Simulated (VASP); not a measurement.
Ni:

```
CELL_PARAMETERS angstrom
0.00000 1.76194 1.76194
1.76194 0.00000 1.76194
1.76194 1.76194 0.00000
ATOMIC_POSITIONS crystal
Ni 0.00000 0.00000 0.00000
```

Base run:

| Item | Value |
| --- | --- |
| Program | VASP 6.6.1 |
| Functional | PBE |
| Potentials or basis | VASP PAW PBE potentials, release 64 (Ni) |
| Cutoff | 520 eV |
| k mesh | 22 × 22 × 22 |
| Occupations | gaussian, width 0.1 eV |
| Spin | collinear spin, ferromagnetic start |
| Starting moments | [0.8] μB |

Its results: band gap on the k mesh none (metal or under the smearing width); pressure -0.9 GPa; net moment 0.64 μB per cell; site moments Ni +0.65 μB.

Q: The run is repeated on the same cell with these changes: k mesh from 22 × 22 × 22 to 4 × 4 × 4. What comes out?

A: Band gap on the k mesh none (metal or under the smearing width); pressure -4.2 GPa; net moment 0.59 μB per cell; site moments Ni +0.61 μB.

Caveats: some runs use coarse meshes.
